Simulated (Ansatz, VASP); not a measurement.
# Si7Ge (alloy, x = 0.125, one random ordering in a cell of 16 atoms (invented)) in two plane-wave programs

Aim: how closely do two programs agree when they are given the same cell, functional and k mesh? The cell is generated by rule, not measured, and may not be a known phase. The cell is taken from a series of runs on this material, whose earlier steps may have relaxed, scaled, displaced or heated it; both programs get it as it stands.

Calculated with Ansatz 0.2.0; plane waves, with VASP 6.6.1 beside it; relaxation of cell and atoms at r2SCAN.

## Step 1: Set-up

It takes space group R-3m (No. 166, trigonal). The conventional cell has a = 7.733 Å, b = 7.733 Å, c = 18.943 Å, α = 90.00°, β = 90.00°, γ = 120.00°. Nearest to Si lie 3 Si at 2.35 to 2.36 Å and 1 Ge at 2.39 Å. Nearest to Si lie 3 Si at 2.36 Å and 1 Ge at 2.39 Å. Nearest to Si lie 4 Si at 2.36 to 2.37 Å. Ge has 4 Si at 2.39 Å nearest. Farther neighbours are not listed.

Structure file:

```cif
data_structure
_symmetry_space_group_name_H-M 'P 1'
_symmetry_Int_Tables_number 1
_cell_length_a 7.7334
_cell_length_b 7.7334
_cell_length_c 7.7334
_cell_angle_alpha 59.999
_cell_angle_beta 59.999
_cell_angle_gamma 59.999
_cell_volume 327.03
loop_
_atom_site_label
_atom_site_type_symbol
_atom_site_fract_x
_atom_site_fract_y
_atom_site_fract_z
_atom_site_occupancy
Si1 Si 0.68621 0.68621 0.19135 1
Si2 Si 0.68623 0.68623 0.68623 1
Si3 Si 0.19135 0.68621 0.68621 1
Si4 Si 0.18759 0.68730 0.18759 1
Si5 Si 0.68621 0.19135 0.68621 1
Si6 Si 0.68730 0.18759 0.18759 1
Si7 Si 0.18759 0.18759 0.68730 1
Si8 Si 0.81241 0.81241 0.31270 1
Si9 Si 0.31379 0.80865 0.31379 1
Si10 Si 0.31270 0.81241 0.81241 1
Si11 Si 0.80865 0.31379 0.31379 1
Si12 Si 0.81241 0.31270 0.81241 1
Si13 Si 0.31379 0.31379 0.80865 1
Si14 Si 0.31377 0.31377 0.31377 1
Ge15 Ge 0.18754 0.18754 0.18754 1
Ge16 Ge 0.81246 0.81246 0.81246 1
```

## Step 2: VASP: relaxation of cell and atoms, r2SCAN, pair 1

The relaxed volume is the usual yardstick between codes: in a stiff, nearly cubic crystal its relative difference is about their pressure difference at one cell divided by the bulk modulus.

Lines of VASP's logs that name or quote its potential files are left out, and so is its time.

The input, INCAR:

```
SYSTEM = Si7Ge
PREC = Accurate
ENCUT = 550
EDIFF = 1E-07
NELM = 120
ISMEAR = 0
SIGMA = 0.01
LREAL = .FALSE.
ALGO = Normal
METAGGA = R2SCAN
LASPH = .TRUE.
NBANDS = 58
LORBIT = 11
LWAVE = .FALSE.
LCHARG = .FALSE.
ISIF = 3
IBRION = 2
NSW = 80
EDIFFG = -0.005
GGA_COMPAT = .FALSE.
NELMIN = 4
EFERMI = MIDGAP
LMIXTAU = .TRUE.
KPAR = 4
```

The input, POSCAR:

```
Si7Ge
1.0
    3.8666550000      2.2324140000      6.3143860000
   -3.8666550000      2.2324140000      6.3143860000
    0.0000000000     -4.4648280000      6.3143860000
Si Ge
14 2
Direct
    0.6862094259      0.6862094259      0.1913460179
    0.6862338370      0.6862338370      0.6862338370
    0.1913460270      0.6862094167      0.6862094259
    0.1875874724      0.6872951009      0.1875873169
    0.6862094167      0.1913460270      0.6862094259
    0.6872951009      0.1875874724      0.1875873169
    0.1875873916      0.1875873916      0.6872951071
    0.8124125557      0.8124125557      0.3127048401
    0.3137905305      0.8086539202      0.3137905214
    0.3127049210      0.8124125494      0.8124124810
    0.8086539202      0.3137905305      0.3137905214
    0.8124125494      0.3127049210      0.8124124810
    0.3137905214      0.3137905214      0.8086539293
    0.3137661102      0.3137661102      0.3137661102
    0.1875427529      0.1875427529      0.1875427529
    0.8124571943      0.8124571943      0.8124571943
```

The input, KPOINTS:

```
Automatic mesh
0
Gamma
4 4 4
0 0 0
```

Potentials, in the order of the species: Si and Ge_d (PBE family, release 64).

The run is started by

```bash
> mpirun -np 4 vasp_std
```

Numbers of over 12 decimals in the logs are rounded to 6 here.

The program printed:

```text
[banner, memory and clock lines left out]
running    4 mpi-ranks, on    1 nodes
 distrk:  each k-point on    1 cores,    4 groups
 distr:  one band on    1 cores,    1 groups

 POSCAR found type information on POSCAR SiGe
 POSCAR found :  2 types and      16 ions
|                                                                             |
|               ----> ADVICE to this user running VASP <----                  |
|                                                                             |
|     You enforced a specific xc type in the INCAR file but a different       |
|     [... a line on the potential file left out ...]
|     I HOPE YOU KNOW WHAT YOU ARE DOING!                                     |
|                                                                             |

|                                                                             |
|           W    W    AA    RRRRR   N    N  II  N    N   GGGG   !!!           |
|           W    W   A  A   R    R  NN   N  II  NN   N  G    G  !!!           |
|           W    W  A    A  R    R  N N  N  II  N N  N  G       !!!           |
|           W WW W  AAAAAA  RRRRR   N  N N  II  N  N N  G  GGG   !            |
|           WW  WW  A    A  R   R   N   NN  II  N   NN  G    G                |
|           W    W  A    A  R    R  N    N  II  N    N   GGGG   !!!           |
|                                                                             |
|     Inconsistent Bravais lattice types found for crystalline and            |
|     reciprocal lattice:                                                     |
|                                                                             |
|        Crystalline: rhombohedral (trigonal)                                 |
|        Reciprocal : body-centered cubic                                     |
|                    (instead of rhombohedral (trigonal))                     |
|                                                                             |
|     In most cases this is due to inaccuracies in the specification of       |
|     the crytalline lattice vectors.                                         |
|                                                                             |
|     Suggested SOLUTIONS:                                                    |
|      ) Refine the lattice parameters of your structure,                     |
|      ) and/or try changing SYMPREC.                                         |
|                                                                             |

 LDA part: xc-table for (None), standard interpolation
 POSCAR, INCAR and KPOINTS ok, starting setup
 FFT: planning ... GRIDC
 FFT: planning ... GRID_SOFT
 FFT: planning ... GRID
 WAVECAR not read
 entering main loop
       N       E                     dE             d eps       ncg     rms          rms(c)
DAV:   1     0.541037982937E+03    0.54104E+03   -0.35813E+04  2028   0.197E+03
DAV:   2    -0.487881541007E+02   -0.58983E+03   -0.54805E+03  1564   0.581E+02
DAV:   3    -0.154262732786E+03   -0.10547E+03   -0.10086E+03  1776   0.143E+02
DAV:   4    -0.161121390530E+03   -0.68587E+01   -0.67985E+01  1872   0.436E+01
DAV:   5    -0.161337190795E+03   -0.21580E+00   -0.21538E+00  1902   0.759E+00    0.162E+01
DAV:   6    -0.153465675399E+03    0.78715E+01   -0.11922E+00  1802   0.639E+00    0.108E+01
DAV:   7    -0.146924398294E+03    0.65413E+01   -0.14369E+00  1750   0.665E+00    0.926E-01
DAV:   8    -0.150081351844E+03   -0.31570E+01   -0.13012E+00  1650   0.525E+00    0.574E-01
DAV:   9    -0.150462152433E+03   -0.38080E+00   -0.17752E-01  1838   0.181E+00    0.646E-01
DAV:  10    -0.150400288637E+03    0.61864E-01   -0.17418E-01  1590   0.225E+00    0.478E-01
DAV:  11    -0.150063155159E+03    0.33713E+00   -0.87611E-02  1638   0.149E+00    0.288E-01
DAV:  12    -0.150494227668E+03   -0.43107E+00   -0.15877E-01  1574   0.187E+00    0.116E-01
DAV:  13    -0.150491652295E+03    0.25754E-02   -0.90507E-03  1750   0.561E-01    0.117E-01
DAV:  14    -0.150492859007E+03   -0.12067E-02   -0.32343E-04  1896   0.873E-02    0.969E-02
[...]
DAV:  21    -0.150497742911E+03   -0.12213E-05   -0.11896E-06  1872   0.594E-03    0.668E-03
DAV:  22    -0.150497750018E+03   -0.71066E-05   -0.12698E-06  1566   0.633E-03    0.667E-03
DAV:  23    -0.150497758119E+03   -0.81012E-05   -0.48336E-06  1686   0.122E-02    0.424E-03
DAV:  24    -0.150497758687E+03   -0.56759E-06   -0.18086E-06  1686   0.791E-03    0.161E-03
DAV:  25    -0.150497759177E+03   -0.49030E-06   -0.12932E-07  1198   0.229E-03    0.108E-03
DAV:  26    -0.150497759077E+03    0.10062E-06   -0.21821E-08   990   0.982E-04    0.783E-04
DAV:  27    -0.150497758893E+03    0.18311E-06   -0.86864E-08  1068   0.172E-03    0.616E-04
DAV:  28    -0.150497758983E+03   -0.89158E-07   -0.24311E-08   992   0.978E-04
   1 F= -.15049776E+03 E0= -.15049776E+03  d E =-.150498E+03
[...]
2 F= -.15049799E+03 E0= -.15049799E+03  d E =-.235146E-03
[...]
3 F= -.15049813E+03 E0= -.15049813E+03  d E =-.373545E-03
[...]
4 F= -.15049813E+03 E0= -.15049813E+03  d E =-.373369E-03
 curvature:  -0.30 expect dE=-0.894E-05 dE for cont linesearch -0.872E-06
 ZBRENT: accuracy reached
 trial: gam=-0.02438 g(F)=  0.294E-04 g(S)=  0.745E-07 ort = 0.580E-04 (trialstep = 0.921E+00)
 search vector abs. value=  0.273E-04
 bond charge predicted
       N       E                     dE             d eps       ncg     rms          rms(c)
DAV:   1    -0.150498148861E+03   -0.16553E-04   -0.28552E-04  1604   0.796E-02    0.115E-02
DAV:   2    -0.150498148801E+03    0.60445E-07   -0.25605E-05  1998   0.251E-02    0.600E-03
DAV:   3    -0.150498147953E+03    0.84795E-06   -0.14853E-06  1764   0.672E-03    0.250E-03
DAV:   4    -0.150498147664E+03    0.28860E-06   -0.43701E-07  1648   0.339E-03    0.118E-03
DAV:   5    -0.150498147533E+03    0.13169E-06   -0.17485E-07  1192   0.306E-03    0.503E-04
DAV:   6    -0.150498147461E+03    0.71959E-07   -0.20310E-07  1340   0.346E-03
   5 F= -.15049815E+03 E0= -.15049815E+03  d E =-.151092E-04
 trial-energy change:   -0.000015  1 .order   -0.000017   -0.000026   -0.000007
 step:   1.2943(harm=  1.2943)  dis= 0.00057  next Energy=  -150.498150 (dE=-0.181E-04)
 reached required accuracy - stopping structural energy minimisation
```

From OUTCAR (step 2):

```text
ion  position               nearest neighbor table
   1  0.686  0.686  0.191-   9 2.35  11 2.35   8 2.36  16 2.39
   2  0.686  0.686  0.686-  10 2.36  12 2.36   8 2.36  16 2.39
   3  0.191  0.686  0.686-   9 2.35  13 2.35  10 2.36  16 2.39
   4  0.188  0.687  0.188-  14 2.36   9 2.36  10 2.37   8 2.37
   5  0.686  0.191  0.686-  11 2.35  13 2.35  12 2.36  16 2.39
   6  0.687  0.188  0.188-  14 2.36  11 2.36  12 2.37   8 2.37
   7  0.188  0.188  0.687-  14 2.36  13 2.36  10 2.37  12 2.37
   8  0.812  0.812  0.313-   2 2.36   1 2.36   4 2.37   6 2.37
   9  0.314  0.809  0.314-   3 2.35   1 2.35   4 2.36  15 2.39
  10  0.313  0.812  0.812-   2 2.36   3 2.36   4 2.37   7 2.37
  11  0.809  0.314  0.314-   5 2.35   1 2.35   6 2.36  15 2.39
  12  0.812  0.313  0.812-   2 2.36   5 2.36   6 2.37   7 2.37
  13  0.314  0.314  0.809-   3 2.35   5 2.35   7 2.36  15 2.39
  14  0.314  0.314  0.314-   7 2.36   6 2.36   4 2.36  15 2.39
  15  0.188  0.188  0.188-  14 2.39  13 2.39   9 2.39  11 2.39
  16  0.812  0.812  0.812-   2 2.39   1 2.39   3 2.39   5 2.39

  LATTYP: Found a trigonal (rhomboedric) cell.
 ALAT       =     7.7334444922
 COS(alpha) =     0.5000173908

 Subroutine GETGRP returns: Found 12 space group operations
 (whereof 12 operations were pure point group operations)

The static configuration has the point symmetry D_3d.

 Found     13 irreducible k-points:

   k-points           NKPTS =     13   k-points in BZ     NKDIM =     13   number of bands    NBANDS=     58

   dimension x,y,z NGX =    60 NGY =   60 NGZ =   60
   dimension x,y,z NGXF=   120 NGYF=  120 NGZF=  120

   ENCUT  =  550.0 eV  40.42 Ry    6.36 a.u.  14.79 14.79 14.79*2*pi/ulx,y,z

   NELECT =      84.0000    total number of electrons

 k-points in reciprocal lattice and weights: Automatic mesh
   0.00000000  0.00000000  0.00000000       0.016
   0.25000000 -0.00000000  0.00000000       0.094
   0.25000000  0.25000000  0.25000000       0.031
   0.50000000 -0.00000000  0.00000000       0.047
   0.50000000  0.50000000  0.50000000       0.016
   0.25000000  0.25000000  0.00000000       0.094
   0.50000000  0.25000000  0.00000000       0.188
   0.25000000  0.25000000 -0.25000000       0.094
   0.50000000  0.25000000  0.50000000       0.094
  -0.25000000  0.25000000  0.00000000       0.094
   0.25000000  0.25000000  0.50000000       0.094
   0.50000000  0.50000000  0.00000000       0.047
  -0.25000000  0.50000000  0.25000000       0.094

 average (electrostatic) potential at core
       1 -86.4419       2 -86.4643       3 -86.4419       4 -86.4421       5 -86.4419
       6 -86.4421       7 -86.4421       8 -86.4421       9 -86.4419      10 -86.4421
      11 -86.4419      12 -86.4421      13 -86.4419      14 -86.4643      15 -78.0839
      16 -78.0839

 E-fermi :   5.9388

 k-point     1 :       0.0000    0.0000    0.0000
  band No.  band energies     occupation
    ...
     38       4.3390      2.00000
     39       4.4119      2.00000
     40       5.5775      2.00000
     41       5.5793      2.00000
     42       5.5793      2.00000
     43       6.2983      0.00000
     44       6.3198      0.00000
     45       6.5862      0.00000
     46       6.5862      0.00000
     47       6.5956      0.00000
    ...

 k-point     2 :       0.2500   -0.0000    0.0000
  band No.  band energies     occupation
    ...
     38       3.9121      2.00000
     39       4.4103      2.00000
     40       4.4215      2.00000
     41       5.2705      2.00000
     42       5.2735      2.00000
     43       6.6044      0.00000
     44       6.6762      0.00000
     45       6.7736      0.00000
     46       7.3433      0.00000
     47       7.7814      0.00000
    ...

 k-point     3 :       0.2500    0.2500    0.2500
  band No.  band energies     occupation
    ...
     38       3.9385      2.00000
     39       4.3926      2.00000
     40       4.3926      2.00000
     41       5.2741      2.00000
     42       5.2741      2.00000
     43       6.5369      0.00000
     44       6.7632      0.00000
     45       6.7632      0.00000
     46       7.3219      0.00000
     47       7.7367      0.00000
    ...

  Total        0.0036954      0.0036954      0.0000334      0.0000000      0.0000000      0.0000000
  in kB        0.0181367      0.0181367      0.0001639      0.0000000      0.0000000      0.0000000
  external PRESSURE =       0.0121458 kB  Pullay stress =       0.0000000 kB

  energy-cutoff  :      550.00
  volume of cell :      326.45
      direct lattice vectors                 reciprocal lattice vectors
     3.864404397  2.231114614  6.310438292     0.129386045  0.074701078  0.052822533
    -3.864404397  2.231114614  6.310438292    -0.129386045  0.074701078  0.052822533
     0.000000000 -4.462229229  6.310438292     0.000000000 -0.149402156  0.052822533

 POSITION                                       TOTAL-FORCE (eV/Angst)
 -----------------------------------------------------------------------------------
      0.00000      2.20736      9.86833         0.000000     -0.002009      0.001020
      0.00000      0.00000     12.99037         0.000000      0.000000     -0.002941
     -1.91163     -1.10368      9.86833         0.001740      0.001004      0.001020
     -1.93110      1.11492      6.70463        -0.000122      0.000071     -0.000388
      1.91163     -1.10368      9.86833        -0.001740      0.001004      0.001020
      1.93110      1.11492      6.70463         0.000122      0.000071     -0.000388
      0.00000     -2.22985      6.70463         0.000000     -0.000141     -0.000388
      0.00000      2.22985     12.22669         0.000000      0.000141      0.000388
     -1.91163      1.10368      9.06299         0.001740     -0.001004     -0.001020
     -1.93110     -1.11492     12.22669        -0.000122     -0.000071      0.000388
      1.91163      1.10368      9.06299        -0.001740     -0.001004     -0.001020
      1.93110     -1.11492     12.22669         0.000122     -0.000071      0.000388
      0.00000     -2.20736      9.06299        -0.000000      0.002009     -0.001020
      0.00000      0.00000      5.94095         0.000000      0.000000      0.002941
      0.00000      0.00000      3.55041         0.000000      0.000000      0.000453
      0.00000      0.00000     15.38090         0.000000      0.000000     -0.000453
 -----------------------------------------------------------------------------------
    total drift:                               -0.000000     -0.000082      0.000846

  FREE ENERGIE OF THE ION-ELECTRON SYSTEM (eV)
  ---------------------------------------------------
  free  energy   TOTEN  =      -150.4981474607 eV

  energy  without entropy=     -150.4981474607  energy(sigma->0) =     -150.49814746

 reached required accuracy - stopping structural energy minimisation

 total charge
# of ion       s       p       d       tot
------------------------------------------
    1        0.747   0.953   0.000   1.700
    2        0.747   0.951   0.000   1.697
    3        0.747   0.953   0.000   1.700
    4        0.744   0.956   0.000   1.700
    5        0.747   0.953   0.000   1.700
    6        0.744   0.956   0.000   1.700
    7        0.744   0.956   0.000   1.700
    8        0.744   0.956   0.000   1.700
    9        0.747   0.953   0.000   1.700
   10        0.744   0.956   0.000   1.700
   11        0.747   0.953   0.000   1.700
   12        0.744   0.956   0.000   1.700
   13        0.747   0.953   0.000   1.700
   14        0.747   0.951   0.000   1.697
   15        1.088   1.394  10.028  12.510
   16        1.088   1.394  10.028  12.510
--------------------------------------------------
tot         12.615  16.143  20.056  48.814

[... 3 further parts left out ...]
```

The run keeps the 12 symmetry operations of its start, so it cannot find a distortion of lower symmetry.

(Continued in part 2 of 3.)

[Lines on the potential files, build, host, timing and source positions are cut from VASP's logs without a mark.]

[Logs are printed without paths, hosts, clocks, repeated set-up lines and the standing remarks that a program may print on its own settings, such as how far it seeks lower states.]

[Hosts, paths, dates, database ids (printed as entryN), source tags and the programs' standing remarks are cut or masked in the printed files.]
